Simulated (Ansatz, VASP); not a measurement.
# W8Cl (W(110)-(2x1)-Cl, hollow site): VASP beside Ansatz

Aim: how closely do two programs agree when they are given the same cell, functional and k mesh? The cell is taken from a series of runs on this material, whose earlier steps may have relaxed, scaled, displaced or heated it; both programs get it as it stands.

Main program and level: Ansatz 0.2.0; plane waves, with VASP 6.6.1 beside it; single point at PBE.

### Step 1. The structure

The cell holds 9 atoms: 8 W and 1 Cl. Cell: a = 5.473 Å, b = 2.737 Å, c = 25.926 Å, α = 90.0°, β = 90.0°, γ = 70.5°. Vacuum lies along c.

### Step 2. VASP: single point, PBE

A single point gives forces, pressure and levels at one fixed geometry, so differences don't come from the geometry; what else differs is listed under the comparison.

Lines of VASP's logs that name or quote its potential files are left out, and so is its time.

Input file INCAR:

```
SYSTEM = W8Cl
PREC = Accurate
ENCUT = 520
EDIFF = 1E-06
NELM = 120
ISMEAR = -1
SIGMA = 0.05
LREAL = .FALSE.
ALGO = Normal
GGA = PE
NBANDS = 36
LASPH = .TRUE.
LORBIT = 11
LWAVE = .FALSE.
LCHARG = .FALSE.
ISIF = 2
LDIPOL = .TRUE.
IDIPOL = 3
DIPOL = 0.5 0.5 0.48
LVHAR = .TRUE.
GGA_COMPAT = .FALSE.
NELMDL = -8
KPAR = 2
```

Input file POSCAR:

```
W8Cl
1.0
    5.4732805519      0.0000000000      0.0000000000
    0.9122134253      2.5801291957      0.0000000000
    0.0000000000      0.0000000000     25.9259188611
W Cl
8 1
Direct
    0.0000000000      0.0000000000      0.3278572322
    0.5000000000      0.0000000000      0.3278572322
    0.2500000000      0.5000000000      0.4140434708
    0.7500000000      0.5000000000      0.4140434708
    0.0017675092      0.0026319292      0.5010099385
    0.4999120346      0.0025707255      0.5019633879
    0.2455948992      0.4913554387      0.5879718415
    0.7595278156      0.5297781419      0.5862154999
    0.4444801458      0.8079079148      0.6604731169
```

Input file KPOINTS:

```
Automatic mesh
0
Gamma
12 24 1
0 0 0
```

The projector-augmented-wave data sets are W and Cl (PBE family, release 64).

Started as:

```bash
> mpirun -np 2 vasp_std
```

Numbers of over 12 decimals in the logs are rounded to 6 here.

What it wrote:

```text
[banner, memory and clock lines left out]
running    2 mpi-ranks, on    1 nodes
 distrk:  each k-point on    1 cores,    2 groups
 distr:  one band on    1 cores,    1 groups

 POSCAR found type information on POSCAR W Cl
 POSCAR found :  2 types and       9 ions
 LDA part: xc-table for (Slater+PW92), standard interpolation
|                                                                             |
|           W    W    AA    RRRRR   N    N  II  N    N   GGGG   !!!           |
|           W    W   A  A   R    R  NN   N  II  NN   N  G    G  !!!           |
|           W    W  A    A  R    R  N N  N  II  N N  N  G       !!!           |
|           W WW W  AAAAAA  RRRRR   N  N N  II  N  N N  G  GGG   !            |
|           WW  WW  A    A  R   R   N   NN  II  N   NN  G    G                |
|           W    W  A    A  R    R  N    N  II  N    N   GGGG   !!!           |
|                                                                             |
|     Your reciprocal lattice and k-lattice belong to different lattice       |
|     classes:                                                                |
|                                                                             |
|        The reciprocal lattice is simple monoclinic,                         |
|        whereas your k-lattice is base centered orthorhombic.                |
|                                                                             |
|     Results are often still useful ...                                      |
|                                                                             |

 POSCAR, INCAR and KPOINTS ok, starting setup
 FFT: planning ... GRIDC
 FFT: planning ... GRID_SOFT
 FFT: planning ... GRID
 WAVECAR not read
 entering main loop
       N       E                     dE             d eps       ncg     rms          rms(c)
DAV:   1     0.323226334170E+03    0.32323E+03   -0.20754E+04 10512   0.121E+03
DAV:   2    -0.672059079169E+02   -0.39043E+03   -0.37761E+03 15668   0.272E+02
DAV:   3    -0.105887383446E+03   -0.38681E+02   -0.37611E+02 12288   0.830E+01
DAV:   4    -0.108305050344E+03   -0.24177E+01   -0.23705E+01 16728   0.187E+01
DAV:   5    -0.108382299885E+03   -0.77250E-01   -0.76746E-01 16472   0.356E+00
DAV:   6    -0.108384925678E+03   -0.26258E-02   -0.26109E-02 17664   0.514E-01
DAV:   7    -0.108385041964E+03   -0.11629E-03   -0.11542E-03 16672   0.944E-02
DAV:   8    -0.108385050756E+03   -0.87915E-05   -0.86507E-05 17016   0.183E-02    0.542E+01
DAV:   9    -0.104557095385E+03    0.38280E+01   -0.17699E+01 15928   0.177E+01    0.285E+01
DAV:  10    -0.160496420763E+03   -0.55939E+02   -0.31189E+02 19360   0.724E+01    0.303E+01
DAV:  11    -0.114802394372E+03    0.45694E+02   -0.68265E+02 19768   0.701E+01    0.183E+01
DAV:  12    -0.100258474457E+03    0.14544E+02   -0.16094E+02 17272   0.398E+01    0.598E+00
DAV:  13    -0.102518960076E+03   -0.22605E+01   -0.25236E+01 16552   0.153E+01    0.430E+00
DAV:  14    -0.102368625914E+03    0.15033E+00   -0.14681E+00 16832   0.475E+00    0.328E+00
[...]
DAV:  29    -0.102177908596E+03   -0.23184E-04   -0.60353E-06 13408   0.969E-03    0.815E-03
DAV:  30    -0.102177925253E+03   -0.16657E-04   -0.32398E-06 10884   0.774E-03    0.434E-03
DAV:  31    -0.102177933510E+03   -0.82574E-05   -0.12891E-06  7720   0.546E-03    0.370E-03
DAV:  32    -0.102177937739E+03   -0.42285E-05   -0.87123E-07  7684   0.450E-03    0.503E-03
DAV:  33    -0.102177938902E+03   -0.11635E-05   -0.35922E-07  6964   0.429E-03    0.317E-03
DAV:  34    -0.102177940229E+03   -0.13271E-05   -0.25511E-07  7128   0.231E-03    0.177E-03
DAV:  35    -0.102177942121E+03   -0.18913E-05   -0.15338E-07  6820   0.187E-03    0.156E-03
DAV:  36    -0.102177942693E+03   -0.57288E-06   -0.70844E-08  6776   0.129E-03
   1 F= -.10217794E+03 E0= -.10215576E+03  d E =-.443564E-01
```

OUTCAR, selected parts (step 2):

```text
ion  position               nearest neighbor table
   1  0.000  0.000  0.328-   2 2.74   2 2.74   3 2.74   4 2.74   2 3.16   2 3.16   3 3.16   4 3.16

  LATTYP: Found a simple monoclinic cell.
 ALAT       =     2.7366402759
 B/A-ratio  =     9.4736305276
 C/A-ratio  =     1.9148542155
 COS(beta)  =    -0.1740776560

 Subroutine GETGRP returns: Found  1 space group operations
 (whereof  1 operations were pure point group operations)

The static configuration has the point symmetry C_1 .

 Found    146 irreducible k-points:

   k-points           NKPTS =    146   k-points in BZ     NKDIM =    146   number of bands    NBANDS=     36

   dimension x,y,z NGX =    42 NGY =   20 NGZ =  196
   dimension x,y,z NGXF=    84 NGYF=   40 NGZF=  392

   ENCUT  =  520.0 eV  38.22 Ry    6.18 a.u.  10.18  5.09 48.21*2*pi/ulx,y,z

   NELECT =      55.0000    total number of electrons

 k-points in reciprocal lattice and weights: Automatic mesh
   0.00000000  0.00000000  0.00000000       0.003
   0.08333333  0.00000000  0.00000000       0.007
   0.16666667 -0.00000000  0.00000000       0.007
   0.25000000 -0.00000000  0.00000000       0.007
   0.33333333  0.00000000  0.00000000       0.007
   0.41666667  0.00000000  0.00000000       0.007
   0.50000000 -0.00000000  0.00000000       0.003
   0.00000000  0.04166667  0.00000000       0.007
   0.08333333  0.04166667  0.00000000       0.007
[...]
0.41666667  0.50000000  0.00000000       0.007
   0.50000000  0.50000000  0.00000000       0.003

 dipolmoment           0.000000      0.000000     -0.056703 electrons x Angstroem

 average (electrostatic) potential at core
       1 -45.3625       2 -45.3584       3 -45.4958       4 -45.4865       5 -45.4209
       6 -45.4664       7 -45.6051       8 -45.3965       9 -97.2171

 E-fermi :   0.3148

 k-point     1 :       0.0000    0.0000    0.0000
  band No.  band energies     occupation
    ...
     23      -1.0058      2.00000
     24      -0.9384      2.00000
     25      -0.7593      2.00000
     26      -0.3557      2.00000
     27       0.1922      1.84136
     28       0.8176      0.00009
     29       1.0611      0.00000
     30       1.1326      0.00000
     31       1.9728      0.00000
     32       2.0928      0.00000
    ...

 k-point     2 :       0.0833    0.0000    0.0000
  band No.  band energies     occupation
    ...
     23      -1.0096      2.00000
     24      -0.9790      2.00000
     25      -0.8056      2.00000
     26      -0.3240      1.99999
     27       0.1209      1.95942
     28       0.6842      0.00124
     29       0.9741      0.00000
     30       1.1235      0.00000
     31       1.9113      0.00000
     32       2.0332      0.00000
    ...

 k-point     3 :       0.1667   -0.0000    0.0000
  band No.  band energies     occupation
    ...
     24      -1.0039      2.00000
     25      -0.8310      2.00000
     26      -0.3156      1.99999
     27       0.0068      1.99579
     28       0.3580      0.59286
     29       0.5588      0.01508
     30       1.2650      0.00000
     31       1.7881      0.00000
     32       1.9263      0.00000
     33       2.0383      0.00000
    ...

  Total       -4.5675179     -2.3446487     -3.9916930      3.6950913     -0.0538730     -0.0726959
  in kB      -19.9879161    -10.2604178    -17.4680486     16.1700900     -0.2357536     -0.3181246
  external PRESSURE =     -15.9054609 kB  Pullay stress =       0.0000000 kB

  energy-cutoff  :      520.00
  volume of cell :      366.12
      direct lattice vectors                 reciprocal lattice vectors
     5.473280552  0.000000000  0.000000000     0.182705781 -0.064596248  0.000000000
     0.912213425  2.580129196  0.000000000     0.000000000  0.387577491  0.000000000
     0.000000000  0.000000000 25.925918861     0.000000000  0.000000000  0.038571439

 POSITION                                       TOTAL-FORCE (eV/Angst)
 -----------------------------------------------------------------------------------
      0.00000      0.00000      8.50000        -0.015616      0.008510      0.593367
      2.73664      0.00000      8.50000        -0.011831     -0.017302      0.521603
      1.82443      1.29006     10.73446         0.040097      0.058606     -0.413837
      4.56107      1.29006     10.73446        -0.001995     -0.041466     -0.445038
      0.01207      0.00679     12.98914        -0.001026     -0.004472      0.032774
      2.73850      0.00663     13.01386         0.025702      0.011286      0.058988
      1.79243      1.26776     15.24371        -0.082091     -0.048132     -0.152879
      4.64038      1.36690     15.19818         0.061833      0.043439     -0.160368
      3.16975      2.08451     17.12337        -0.015075     -0.010470     -0.034611
 -----------------------------------------------------------------------------------
    total drift:                                0.000283     -0.000104     -0.000345

  FREE ENERGIE OF THE ION-ELECTRON SYSTEM (eV)
  ---------------------------------------------------
  free  energy   TOTEN  =      -102.1779426934 eV

  energy  without entropy=     -102.1335863169  energy(sigma->0) =     -102.15576451

 vacuum level on the upper side and lower side of the slab         4.508         5.235

 total charge
# of ion       s       p       d       tot
------------------------------------------
    1        0.677   0.541   4.025   5.243
    2        0.677   0.540   4.027   5.244
    3        0.676   0.699   4.163   5.539
    4        0.675   0.700   4.162   5.538
    5        0.675   0.717   4.175   5.567
    6        0.677   0.699   4.173   5.548
    7        0.639   0.606   4.173   5.418
    8        0.660   0.600   4.133   5.393
    9        1.614   3.496   0.000   5.110
--------------------------------------------------
tot          6.970   8.598  33.032  48.600

[... 3 further parts left out ...]
```

This run has no spin polarisation, so a moment on W, if there is one, isn't seen. Its electron count is odd, so without a moment it is a metal by construction. The data set W keeps the semicore shell frozen, which is cheaper and a little less accurate.

(Continued in part 2 of 2.)

[Lines on the potential files, build, host, timing and source positions are cut from VASP's logs without a mark.]

[Logs are printed without paths, hosts, clocks, repeated set-up lines and the standing remarks that a program may print on its own settings, such as how far it seeks lower states.]

[Hosts, paths, dates, database ids (printed as entryN), source tags and the programs' standing remarks are cut or masked in the printed files.]
